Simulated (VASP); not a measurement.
# OInClH2 in VASP: reference runs

How does OInClH2 come out in PBE? The cell is run as given.

All numbers are computed with VASP 6.6.1; they aren't measurements. Logs are shortened: lines on timing, memory, paths and dates and some standing lists are left out, and cuts for length are marked.

### Step 1. Starting point

The cell holds a molecule in a box, 5 atoms: a = 13.000 Å, b = 13.000 Å, c = 11.000 Å, α = 90.00°, β = 90.00°, γ = 90.00°.

### Step 2. Single point, PBE

The input, INCAR:

```
PREC = Accurate
ENCUT = 520
EDIFF = 1E-7
ISMEAR = 0
SIGMA = 0.01
LREAL = F
LASPH = T
NELM = 100
ALGO = Normal
ISIF = 2
LWAVE = F
LCHARG = F
GGA = PE
NBANDS = 22
```

The input, KPOINTS:

```
Automatic mesh
0
Gamma
  1 1 1
```

The input, POSCAR:

```
InH2ClO
1.0
   13.0000000000      0.0000000000      0.0000000000
    0.0000000000     13.0000000000      0.0000000000
    0.0000000000      0.0000000000     11.0000000000
O In Cl H
1 1 1 2
Direct
    0.4074307700      0.5024769200      0.4345727300
    0.5489384600      0.5232461500      0.4931363600
    0.6134307700      0.3694692300      0.5716090900
    0.3850000000      0.4327384600      0.4463909100
    0.6170000000      0.6337615400      0.4894363600
```

Potentials or basis: VASP PAW PBE potentials, release 64 (O, In_d, Cl, H).

Run with:

```
cat potpaw_PBE.64/O/POTCAR potpaw_PBE.64/In_d/POTCAR potpaw_PBE.64/Cl/POTCAR potpaw_PBE.64/H/POTCAR > POTCAR
mpirun -np 1 vasp_gam > vasp.out
```

OUTCAR:

```text
PREC = Accurate
   ENCUT = 520
   EDIFF = 1E-7
   ISMEAR = 0
   LREAL = F
   LASPH = T
   NELM = 100
   ISIF = 2
   GGA = PE

 ion  position               nearest neighbor table
   1  0.407  0.502  0.435-   4 0.96   2 1.97
   2  0.549  0.523  0.493-   5 1.69   1 1.97   3 2.33
   3  0.613  0.369  0.572-   2 2.33
   4  0.385  0.433  0.446-   1 0.96
   5  0.617  0.634  0.489-   2 1.69

  LATTYP: Found a simple tetragonal cell.
 ALAT       =    13.0000000000
 C/A-ratio  =     0.8461538462

  Lattice vectors:

 A1 = (  13.0000000000,   0.0000000000,   0.0000000000)
 A2 = (   0.0000000000,  13.0000000000,   0.0000000000)
 A3 = (   0.0000000000,   0.0000000000,  11.0000000000)

Analysis of symmetry for initial positions (statically):
=====================================================================
 Subroutine PRICEL returns:
 Original cell was already a primitive cell.

 Routine SETGRP: Setting up the symmetry group for a
 simple tetragonal supercell.

 Subroutine GETGRP returns: Found  1 space group operations
 (whereof  1 operations were pure point group operations)
 out of a pool of 16 trial point group operations.

The static configuration has the point symmetry C_1 .

Analysis of symmetry for dynamics (positions and initial velocities):
=====================================================================
 Subroutine PRICEL returns:
 Original cell was already a primitive cell.

 Routine SETGRP: Setting up the symmetry group for a
 simple tetragonal supercell.

 Subroutine GETGRP returns: Found  1 space group operations
 (whereof  1 operations were pure point group operations)
 out of a pool of 16 trial point group operations.

The dynamic configuration has the point symmetry C_1 .

 Subroutine INISYM returns: Found  1 space group operations
 (whereof  1 operations are pure point group operations),
 and found     1 'primitive' translations

----------------------------------------------------------------------------------------

                                     Primitive cell

  volume of cell :    1859.0000

  direct lattice vectors                    reciprocal lattice vectors
    13.000000000  0.000000000  0.000000000     0.076923077  0.000000000  0.000000000
[... 67 lines left out ...]
   NELM   =    100;   NELMIN=  2; NELMDL= -5     # of ELM steps
   EDIFF  = 0.1E-06   stopping-criterion for ELM
   LREAL  =      F    real-space projection
   EDIFFG = 0.1E-05   stopping-criterion for IOM
   NSW    =      0    number of steps for IOM
   IBRION =     -1    ionic relax: 0-MD 1-quasi-New 2-CG
   NFREE  =      0    steps in history (QN), initial steepest desc. (CG)
   ISIF   =      2    stress and relaxation
   ISYM   =      2    0-nonsym 1-usesym 2-fastsym
   POTIM  = 0.5000    time-step for ionic-motion
   TEBEG  =    0.0;   TEEND  =   0.0 temperature during run
   PSTRESS=    0.0 pullay stress
   NELECT =      28.0000    total number of electrons
   NUPDOWN=      -1.0000    fix difference up-down
   EMIN   =  10.00;   EMAX   =-10.00  energy-range for DOS
   EFERMI =   0.00;   METHOD = LEGACY
   ISMEAR =     0;   SIGMA  =   0.01  broadening in eV -4-tet -1-fermi 0-gaus
   EFERMI_NEDOS =   21; number of points for ismear=-14 and -15
   IALGO  =     38    algorithm
   IMIX   =      4    mixing-type and parameters
     AMIX     =   0.40;   BMIX     =  1.00
     AMIX_MAG =   1.60;   BMIX_MAG =  1.00
  volume/ion in A,a.u.               =     371.80      2509.03
  Fermi-wavevector in a.u.,A,eV,Ry     =   0.404297  0.764011  2.223960  0.163456
  Thomas-Fermi vector in A             =   1.355827
   LORBIT       =      0    0 simple, 1 ext, 2 COOP (PROOUT), +10 PAW based schemes
   GGA     = PE    functional components
   LHFCALC =     F    Hartree Fock is set to
   AEXX    =    0.0000 exact exchange contribution
   IVDW    =     0    specifies the selected vdW correction
   LEPSILON=     F    determine dielectric tensor
   LRPA    =     F    only Hartree local field effects (RPA)
 non-spin polarized calculation
 Gauss-broadening in eV      SIGMA  =   0.01
  energy-cutoff  :      520.00
  volume of cell :     1859.00
 maximum number of plane-waves:     25047
 NGX is ok and might be reduce to    98
   NGX = 49   NGY = 49   NGZ = 41

 number of electron      27.9999992 magnetization

 Free energy of the ion-electron system (eV)
  ---------------------------------------------------
  ext. energy  EPLUGINS =         0.00000000
  ---------------------------------------------------
  free energy    TOTEN  =       -18.86804762 eV

  energy without entropy =      -18.86804762  energy(sigma->0) =      -18.86804762

 E-fermi :  -6.8740     XC(G=0):  -0.7835

 val. band max:       -6.9286878695   @ k =   0.0000   0.0000   0.0000
 cond. band min:      -2.0392835359   @ k =   0.0000   0.0000   0.0000
 fundamental gap:      4.8894043336
 Fermi energy:        -6.8740144470

 k-point     1 :       0.0000    0.0000    0.0000
  band No.  band energies     occupation
      1     -24.0787      2.00000
      2     -20.2361      2.00000
      3     -19.4124      2.00000
      4     -19.3743      2.00000
      5     -19.2994      2.00000
      6     -19.1737      2.00000
[... 14 lines left out ...]
     21       0.8667      0.00000
     22       1.0652      0.00000

------------------------ aborting loop because EDIFF is reached ----------------------------------------

  FORCE on cell =-STRESS in cart. coord.  units (eV):
  Direction    XX          YY          ZZ          XY          YZ          ZX
  --------------------------------------------------------------------------------------
  -------------------------------------------------------------------------------------
  Total        1.1300610      1.1786776      0.1591377      0.2059968     -0.2612693      0.4189884
  in kB        0.9739419      1.0158421      0.1371527      0.1775381     -0.2251747      0.3611048
  external PRESSURE =       0.7089789 kB  Pullay stress =       0.0000000 kB

 VOLUME and BASIS-vectors are now :
 -----------------------------------------------------------------------------
  energy-cutoff  :      520.00
  volume of cell :     1859.00
      direct lattice vectors                 reciprocal lattice vectors
    13.000000000  0.000000000  0.000000000     0.076923077  0.000000000  0.000000000
     0.000000000 13.000000000  0.000000000     0.000000000  0.076923077  0.000000000
     0.000000000  0.000000000 11.000000000     0.000000000  0.000000000  0.090909091

 POSITION                                       TOTAL-FORCE (eV/Angst)
 -----------------------------------------------------------------------------------
      5.29660      6.53220      4.78030        -0.339227      0.519980     -0.272691
      7.13620      6.80220      5.42450         0.360183      0.207569      0.084033
      7.97460      4.80310      6.28770         0.112063     -0.259828      0.114801
      5.00500      5.62560      4.91030        -0.202307     -0.594181      0.080807
      8.02100      8.23890      5.38380         0.069288      0.126460     -0.006950
 -----------------------------------------------------------------------------------
    total drift:                                0.000380      0.000769      0.000318

  FREE ENERGIE OF THE ION-ELECTRON SYSTEM (eV)
  ---------------------------------------------------
  free  energy   TOTEN  =       -18.8680476163 eV

  energy  without entropy=      -18.8680476163  energy(sigma->0) =      -18.86804762
```

Run time: 5 min. Hardware: 1 thread of AMD EPYC 7R43 (Zen 3), shared host; peak memory 1.4 GiB.

What came out:

| Item | Value |
| --- | --- |
| Free energy | -18.8680 eV |
| Largest force | 0.678 eV/Å |
| Gap between the frontier levels | 4.89 eV |

Forces on the atoms (eV/Å):
```
O   -0.339  0.520 -0.273
In   0.360  0.208  0.084
Cl   0.112 -0.260  0.115
H   -0.202 -0.594  0.081
H    0.069  0.126 -0.007
```

Caveat: spin-orbit coupling is left out, which moves the levels of the heavy elements. Expect the measured gap to be larger: semilocal functionals such as PBE lack the derivative discontinuity.
